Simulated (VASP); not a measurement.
Calculation: vdW-DF-cx, VASP's PBE PAW potentials (set 64) (plane waves; VASP).

VASP input:

### INCAR
```
ENCUT = 520   ! plane-wave cut-off (eV)
SYSTEM = Te
NSW = 30
LUSE_VDW = .TRUE.
IBRION = 2
EDIFF = 1E-7
LMAXMIX = 4   ! l cut-off of mixed one-centre charges
NELM = 100
AGGAC = 0.0
LASPH = .TRUE.   ! aspherical one-centre terms
LWAVE = .FALSE.
SIGMA = 0.05   ! width (eV)
ISMEAR = 0   ! Gaussian
LREAL = .FALSE.
ALGO = Normal   ! blocked Davidson
EDIFFG = -0.01   ! ionic stop
PREC = Accurate
ISIF = 4   ! ions and shape, fixed volume
LCHARG = .FALSE.
GGA = CX
```

**KPOINTS**
```
K-points
0
gamma
 6 6 4
0 0 0
```

File POSCAR:
```
Te
1.0
  2.1712544531  -3.7607227515   0.0000000000
  2.1712544531   3.7607227515   0.0000000000
  0.0000000000   0.0000000000   6.0074831044
Te
3
Cartesian
  2.7808293428  -2.7049081495   4.0049907388
  3.1233591269   0.0000000000   0.0000000000
  2.7808293428   2.7049081495   2.0024923656
```

POTCAR, in this order: Te (PBE.64 set). Program: vasp_std.

Output

**OSZICAR**
```
       N       E                     dE             d eps       ncg     rms          rms(c)
DAV:   1     0.837855680105E+02    0.83786E+02   -0.67193E+03   624   0.112E+03
DAV:   2     0.133071815073E+01   -0.82455E+02   -0.78525E+02   836   0.160E+02
DAV:   3    -0.402969032424E+01   -0.53604E+01   -0.53212E+01   749   0.455E+01
DAV:   4    -0.413128917158E+01   -0.10160E+00   -0.10152E+00   753   0.741E+00
DAV:   5    -0.413301049429E+01   -0.17213E-02   -0.17213E-02   752   0.932E-01    0.129E+01
DAV:   6    -0.412133958167E+01    0.11671E-01   -0.16283E-02   674   0.890E-01    0.814E+00
DAV:   7    -0.412110941722E+01    0.23016E-03   -0.33891E-02   659   0.128E+00    0.287E-01
DAV:   8    -0.412051469272E+01    0.59472E-03   -0.58783E-03   634   0.496E-01    0.131E-01
DAV:   9    -0.412054203959E+01   -0.27347E-04   -0.17396E-04   801   0.102E-01    0.951E-02
DAV:  10    -0.412056576208E+01   -0.23722E-04   -0.40430E-05   649   0.478E-02    0.173E-02
DAV:  11    -0.412056206627E+01    0.36958E-05   -0.12476E-05   649   0.249E-02    0.678E-03
DAV:  12    -0.412056215368E+01   -0.87409E-07   -0.12629E-06   739   0.754E-03    0.233E-03
DAV:  13    -0.412056208749E+01    0.66189E-07   -0.29457E-07   594   0.393E-03
   1 F= -.41205621E+01 E0= -.41200266E+01  d E =-.412056E+01
       N       E                     dE             d eps       ncg     rms          rms(c)
DAV:   1    -0.412065257019E+01   -0.90417E-04   -0.32054E-03   624   0.325E-01    0.465E-02
DAV:   2    -0.412066409232E+01   -0.11522E-04   -0.14155E-04   704   0.752E-02    0.111E-02
DAV:   3    -0.412066285016E+01    0.12422E-05   -0.21588E-06   689   0.113E-02    0.770E-03
DAV:   4    -0.412066210509E+01    0.74507E-06   -0.11584E-06   679   0.675E-03    0.238E-03
DAV:   5    -0.412066204902E+01    0.56075E-07   -0.11132E-07   312   0.223E-03
   2 F= -.41206620E+01 E0= -.41201264E+01  d E =-.999615E-04
       N       E                     dE             d eps       ncg     rms          rms(c)
DAV:   1    -0.412070313963E+01   -0.41035E-04   -0.18092E-02   624   0.772E-01    0.112E-01
DAV:   2    -0.412076912931E+01   -0.65990E-04   -0.79652E-04   704   0.178E-01    0.268E-02
DAV:   3    -0.412076313523E+01    0.59941E-05   -0.12234E-05   689   0.269E-02    0.184E-02
DAV:   4    -0.412076053988E+01    0.25954E-05   -0.65521E-06   674   0.160E-02    0.561E-03
DAV:   5    -0.412076049408E+01    0.45798E-07   -0.68531E-07   649   0.531E-03
   3 F= -.41207605E+01 E0= -.41202267E+01  d E =-.198407E-03
```

### OUTCAR
```
------------------------ aborting loop because EDIFF is reached ----------------------------------------
  FORCE on cell =-STRESS in cart. coord.  units (eV):
  Direction    XX          YY          ZZ          XY          YZ          ZX
  --------------------------------------------------------------------------------------
  Total       -0.1160574     -0.1160574     -0.1289899      0.0000000     -0.0000000      0.0000000
  in kB       -1.8953036     -1.8953034     -2.1065014      0.0000000     -0.0000000      0.0000000
  external PRESSURE =      -1.9657028 kB  Pullay stress =       0.0000000 kB
  volume of cell :       98.11
      direct lattice vectors                 reciprocal lattice vectors
     2.169257296 -3.757263577  0.000000000     0.230493635 -0.133075572  0.000000000
     2.169257296  3.757263577 -0.000000000     0.230493635  0.133075572  0.000000000
     0.000000000  0.000000000  6.018549938    -0.000000000  0.000000000  0.166152979
 POSITION                                       TOTAL-FORCE (eV/Angst)
 -----------------------------------------------------------------------------------
      0.61106      1.05839      4.01237         0.001108      0.001920      0.000000
      3.11640      0.00000      0.00000        -0.002217      0.000000      0.000000
      0.61106     -1.05839      2.00618         0.001108     -0.001920     -0.000000
 -----------------------------------------------------------------------------------
    total drift:                               -0.000185     -0.000393      0.000015
  FREE ENERGIE OF THE ION-ELECTRON SYSTEM (eV)
  ---------------------------------------------------
  free  energy   TOTEN  =        -4.1207604941 eV

  energy  without entropy=       -4.1196929649  energy(sigma->0) =       -4.12022673

 reached required accuracy - stopping structural energy minimisation
```
(Selected blocks of OUTCAR.)

### CONTCAR
```
Te
   1.00000000000000
     2.1692572963518519   -3.7572635767494060    0.0000000000000000
     2.1692572963518519    3.7572635767494060   -0.0000000000000000
     0.0000000000000000    0.0000000000000000    6.0185499382500272
  Te
     3
Direct
     0.0000000000000510    0.2816905561935480    0.6666669999999968
     0.7183094438064009    0.7183094438064009    0.0000000000000000
     0.2816905561935480    0.0000000000000510    0.3333330000000032
```

The compound is Te in the trig structure. This run relaxes it. Symmetry was kept, so distortions that lower it aren't found.
